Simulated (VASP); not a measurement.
Consider the following.

```
CELL_PARAMETERS angstrom
      0.00000     2.34830     2.34830
      2.34830     0.00000     2.34830
      2.34830     2.34830     0.00000
ATOMIC_POSITIONS crystal
  Zr 0.00000 0.00000 0.00000
  C  0.50000 0.50000 0.50000
```

The numbers are results of rev-vdW-DF2, VASP's PBE PAW potentials (set 64) (plane waves; VASP), not measurements. Numerical set-up: 520 eV cut-off, Gaussian smearing of 0.050 eV, potentials Zr_sv C.

### Question
What does the run give for the band gap (along the path) with the smallest direct gap where there is one?

### Answer

```json
{
  "band gap (along the path)": "none (metal, semimetal or under 0.01 eV)"
}
```

Total energies compare only between runs with the same potentials, cut-off and functional.

The compound is ZrC in the rock salt structure. It was relaxed first.
